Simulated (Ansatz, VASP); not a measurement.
**Cross-check of W2SeS3 between VASP and Ansatz**

Wanted: the spread between two codes on one cell, functional and k mesh. The cell is generated by rule, not measured, and may not be a known phase. The two relaxations start from unlike cells of this crystal (the structure described is Ansatz's start), so only their ends are compared.

Calculated with Ansatz 0.2.0; plane waves, with VASP 6.6.1 beside it; relaxation of cell and atoms at PBEsol with D3(BJ).

The structure was built from a prototype and need not be the compound's stable phase.

**1. The structure**

Symmetry: P3m1, No. 156, trigonal system. The conventional cell has a = 3.219 Å, b = 3.219 Å, c = 12.530 Å, α = 90.00°, β = 90.00°, γ = 120.00°. W has 6 S at 2.43 Å nearest. Nearest to W lie 3 S at 2.47 Å and 3 Se at 2.47 Å. Nearest to S lie 3 W at 2.43 Å. Nearest to S lie 3 W at 2.47 Å. Se has 3 W at 2.47 Å nearest. It derives from S1Se1W1. Farther neighbours and most contacts between anions are not listed.

**2. VASP: relaxation of cell and atoms, PBEsol with D3(BJ)**

The relaxed volume is the usual yardstick between codes: in a stiff, nearly cubic crystal its relative difference is about their pressure difference at one cell divided by the bulk modulus.

Lines of VASP's logs that name or quote its potential files are left out, and so is its time.

Input file INCAR:

```
SYSTEM = W2SeS3
PREC = Accurate
ENCUT = 600
EDIFF = 1E-07
NELM = 120
ISMEAR = -1
SIGMA = 0.02
LREAL = .FALSE.
ALGO = Normal
GGA = PS
IVDW = 12
NBANDS = 24
LASPH = .TRUE.
LORBIT = 11
LWAVE = .FALSE.
LCHARG = .FALSE.
ISIF = 3
IBRION = 2
NSW = 80
EDIFFG = -0.005
GGA_COMPAT = .FALSE.
NELMIN = 4
EFERMI = MIDGAP
KPAR = 2
```

Input file POSCAR:

```
W2SeS3
1.0
    3.1456564311      0.0000000000      0.0000000000
   -1.5728282155      2.7242181309      0.0000000000
    0.0000000000      0.0000000000     11.8936859446
W S Se
2 3 1
Direct
    0.3333333333      0.6666666667      0.2442349771
    0.0000000000      0.0000000000      0.7567680212
    0.6666666666      0.3333333334      0.3752592386
    0.6666666666      0.3333333334      0.1130533128
    0.3333333333      0.6666666667      0.8868048309
    0.3333333333      0.6666666667      0.6119083507
```

Input file KPOINTS:

```
Automatic mesh
0
Gamma
9 9 2
0 0 0
```

The projector-augmented-wave data sets are W, S and Se (PBE family, release 64).

The run is started by

```sh
$ mpirun -np 2 vasp_std
```

Numbers of over 12 decimals in the logs are rounded to 6 here.

The log of the run:

```text
[banner, memory and clock lines left out]
running    2 mpi-ranks, on    1 nodes
 distrk:  each k-point on    1 cores,    2 groups
 distr:  one band on    1 cores,    1 groups

 POSCAR found type information on POSCAR W S Se
 POSCAR found :  3 types and       6 ions
|                                                                             |
|               ----> ADVICE to this user running VASP <----                  |
|                                                                             |
|     You enforced a specific xc type in the INCAR file but a different       |
|     [... a line on the potential file left out ...]
|     I HOPE YOU KNOW WHAT YOU ARE DOING!                                     |
|                                                                             |

 LDA part: xc-table for (Slater+PW92), standard interpolation
 POSCAR, INCAR and KPOINTS ok, starting setup
 FFT: planning ... GRIDC
 FFT: planning ... GRID_SOFT
 FFT: planning ... GRID
 WAVECAR not read
 entering main loop
       N       E                     dE             d eps       ncg     rms          rms(c)
DAV:   1     0.201011002921E+03    0.20101E+03   -0.17564E+04  1152   0.150E+03
DAV:   2    -0.334495355862E+02   -0.23446E+03   -0.22466E+03  1480   0.303E+02
DAV:   3    -0.515022699595E+02   -0.18053E+02   -0.17896E+02  1576   0.783E+01
DAV:   4    -0.518992491127E+02   -0.39698E+00   -0.39589E+00  1520   0.131E+01
DAV:   5    -0.519100354622E+02   -0.10786E-01   -0.10778E-01  1624   0.193E+00    0.404E+01
DAV:   6    -0.499234146468E+02    0.19866E+01   -0.80228E+00  1720   0.145E+01    0.181E+01
DAV:   7    -0.496517443305E+02    0.27167E+00   -0.32946E+00  1544   0.101E+01    0.852E+00
DAV:   8    -0.495162748690E+02    0.13547E+00   -0.51376E-01  1592   0.468E+00    0.144E+00
DAV:   9    -0.495122958016E+02    0.39791E-02   -0.62259E-02  1608   0.138E+00    0.728E-01
DAV:  10    -0.495101921093E+02    0.21037E-02   -0.16081E-02  1632   0.719E-01    0.294E-01
DAV:  11    -0.495098797459E+02    0.31236E-03   -0.22670E-03  1608   0.283E-01    0.943E-02
DAV:  12    -0.495099066481E+02   -0.26902E-04   -0.30262E-04  1480   0.109E-01    0.754E-02
DAV:  13    -0.495099072779E+02   -0.62987E-06   -0.11351E-05  1624   0.218E-02    0.413E-02
DAV:  14    -0.495099078105E+02   -0.53253E-06   -0.38587E-06  1544   0.112E-02    0.157E-02
DAV:  15    -0.495099075066E+02    0.30382E-06   -0.13357E-06  1664   0.641E-03    0.490E-03
DAV:  16    -0.495099075590E+02   -0.52361E-07   -0.13320E-07   984   0.227E-03
   1 F= -.52105820E+02 E0= -.52105820E+02  d E =-.521058E+02
 curvature:   0.00 expect dE= 0.000E+00 dE for cont linesearch  0.000E+00
 trial: gam= 0.00000 g(F)=  0.257E-05 g(S)=  0.808E-06 ort = 0.000E+00 (trialstep = 0.100E+01)
 search vector abs. value=  0.338E-05
 bond charge predicted
       N       E                     dE             d eps       ncg     rms          rms(c)
DAV:   1    -0.495098773737E+02    0.30133E-04   -0.19457E-04  1288   0.707E-02    0.960E-03
DAV:   2    -0.495098772645E+02    0.10913E-06   -0.12246E-05  1552   0.225E-02    0.824E-03
DAV:   3    -0.495098771848E+02    0.79758E-07   -0.59444E-07  1456   0.527E-03    0.633E-03
DAV:   4    -0.495098771304E+02    0.54336E-07   -0.63961E-08   968   0.141E-03
   2 F= -.52105821E+02 E0= -.52105821E+02  d E =-.129265E-05
 trial-energy change:   -0.000001  1 .order   -0.000001   -0.000003    0.000000
 step:   0.8989(harm=  0.8989)  dis= 0.00022  next Energy=   -52.105821 (dE=-0.152E-05)
 reached required accuracy - stopping structural energy minimisation
```

Parts of OUTCAR (step 2):

```text
ion  position               nearest neighbor table
   1  0.333  0.667  0.244-   3 2.39   3 2.39   3 2.39   4 2.39   4 2.39   4 2.39
   2  0.000  0.000  0.757-   5 2.39   5 2.39   5 2.39   6 2.50   6 2.50   6 2.50
   3  0.667  0.333  0.375-   1 2.39   1 2.39   1 2.39
   4  0.667  0.333  0.113-   1 2.39   1 2.39   1 2.39
   5  0.333  0.667  0.887-   2 2.39   2 2.39   2 2.39
   6  0.333  0.667  0.612-   2 2.50   2 2.50   2 2.50

  LATTYP: Found a hexagonal cell.
 ALAT       =     3.1456564311
 C/A-ratio  =     3.7809869594

 Subroutine GETGRP returns: Found  6 space group operations
 (whereof  6 operations were pure point group operations)

The static configuration has the point symmetry C_3v.

 Found     24 irreducible k-points:

   k-points           NKPTS =     24   k-points in BZ     NKDIM =     24   number of bands    NBANDS=     24

   dimension x,y,z NGX =    28 NGY =   28 NGZ =   96
   dimension x,y,z NGXF=    56 NGYF=   56 NGZF=  192

   ENCUT  =  600.0 eV  44.10 Ry    6.64 a.u.   6.28  6.28 23.75*2*pi/ulx,y,z

   NELECT =      36.0000    total number of electrons

 k-points in reciprocal lattice and weights: Automatic mesh
   0.00000000  0.00000000  0.00000000       0.006
   0.11111111 -0.00000000  0.00000000       0.037
   0.22222222 -0.00000000  0.00000000       0.037
   0.33333333 -0.00000000  0.00000000       0.037
   0.44444444 -0.00000000  0.00000000       0.037
   0.11111111  0.11111111  0.00000000       0.037
   0.22222222  0.11111111  0.00000000       0.074
   0.33333333  0.11111111  0.00000000       0.074
   0.44444444  0.11111111  0.00000000       0.037
[...]
0.33333333  0.22222222  0.50000000       0.074
   0.33333333  0.33333333  0.50000000       0.012

 Edisp (eV)   -2.59591

 average (electrostatic) potential at core
       1 -39.1305       2 -38.6407       3 -85.3808       4 -85.3299       5 -84.9676
       6 -51.5400

 E-fermi :   7.4752

 k-point     1 :       0.0000    0.0000    0.0000
  band No.  band energies     occupation
    ...
     14       5.4033      2.00000
     15       5.4177      2.00000
     16       5.4177      2.00000
     17       5.9405      2.00000
     18       7.1240      2.00000
     19       9.0598      0.00000
     20       9.0598      0.00000
     21       9.2116      0.00000
     22       9.2116      0.00000
     23       9.6678      0.00000
    ...

 k-point     2 :       0.1111   -0.0000    0.0000
  band No.  band energies     occupation
    ...
     14       4.9668      2.00000
     15       5.1442      2.00000
     16       5.4657      2.00000
     17       6.0011      2.00000
     18       6.6480      2.00000
     19       8.8907      0.00000
     20       9.0044      0.00000
     21       9.0105      0.00000
     22       9.4244      0.00000
     23       9.4312      0.00000
    ...

 k-point     3 :       0.2222   -0.0000    0.0000
  band No.  band energies     occupation
    ...
     14       4.3187      2.00000
     15       5.0007      2.00000
     16       5.2453      2.00000
     17       5.4118      2.00000
     18       5.7456      2.00000
     19       8.1680      0.00000
     20       8.6850      0.00000
     21       9.2374      0.00000
     22       9.3312      0.00000
     23       9.3323      0.00000
    ...

 Edisp (eV)   -2.59594

  Total      -0.00235    -0.00235    -0.00046    -0.00000     0.00000     0.00000
  in kB      -0.03702    -0.03702    -0.00726    -0.00000     0.00000     0.00000
  external pressure =       -0.03 kB  Pullay stress =        0.00 kB

  energy-cutoff  :      600.00
  volume of cell :      101.92
      direct lattice vectors                 reciprocal lattice vectors
     3.145538918 -0.000000000  0.000000000     0.317910548  0.183545757  0.000000000
    -1.572769459  2.724116362  0.000000000     0.000000000  0.367091514  0.000000000
     0.000000000 -0.000000000 11.894410108    -0.000000000 -0.000000000  0.084073106

 POSITION                                       TOTAL-FORCE (eV/Angst)
 -----------------------------------------------------------------------------------
     -0.00000      1.81608      2.90493         0.000000     -0.000000      0.003638
      0.00000     -0.00000      9.00130         0.000000      0.000000     -0.001028
      1.57277      0.90804      4.46373        -0.000000     -0.000000     -0.002151
      1.57277      0.90804      1.34461        -0.000000      0.000000     -0.000366
     -0.00000      1.81608     10.54784         0.000000     -0.000000     -0.001068
     -0.00000      1.81608      7.27841        -0.000000     -0.000000      0.000975
 -----------------------------------------------------------------------------------
    total drift:                                0.000000      0.000001     -0.000288

  FREE ENERGIE OF THE ION-ELECTRON SYSTEM (eV)
  ---------------------------------------------------
  free  energy   TOTEN  =       -52.1058211222 eV

  energy  without entropy=      -52.1058211220  energy(sigma->0) =      -52.10582112

 reached required accuracy - stopping structural energy minimisation

 total charge
# of ion       s       p       d       tot
------------------------------------------
    1        0.572   0.732   4.331   5.635
    2        0.564   0.711   4.345   5.620
    3        1.355   2.350   0.000   3.705
    4        1.359   2.340   0.000   3.699
    5        1.352   2.356   0.000   3.708
    6        1.483   2.361   0.081   3.926
--------------------------------------------------
tot          6.686  10.850   8.757  26.293

[... 3 further parts left out ...]
```

CONTCAR:

```
W2SeS3
   1.00000000000000
     3.1455389179866744   -0.0000000000000022    0.0000000000000000
    -1.5727694589433407    2.7241163615866024    0.0000000000000000
     0.0000000000000000   -0.0000000000000000   11.8944101075067614
  W               S               Se
     2     3     1
Direct
     0.3333333332999970    0.6666666667000030    0.2442268798393193
     0.0000000000000000    0.0000000000000000    0.7567673614052713
     0.6666666666000012    0.3333333333999988    0.3752798563659928
     0.6666666666000012    0.3333333333999988    0.1130457944040741
     0.3333333332999970    0.6666666667000030    0.8867900349724032
     0.3333333332999970    0.6666666667000030    0.6119188043129377
```

This run has no spin polarisation, so a moment on W, if there is one, isn't seen. The run keeps the 6 symmetry operations of its start, so it cannot find a distortion of lower symmetry.

(Continued in part 2 of 2.)

[Lines on the potential files, build, host, timing and source positions are cut from VASP's logs without a mark.]

[Logs are printed without paths, hosts, clocks, repeated set-up lines and the standing remarks that a program may print on its own settings, such as how far it seeks lower states.]

[Hosts, paths, dates, database ids (printed as entryN), source tags and the programs' standing remarks are cut or masked in the printed files.]
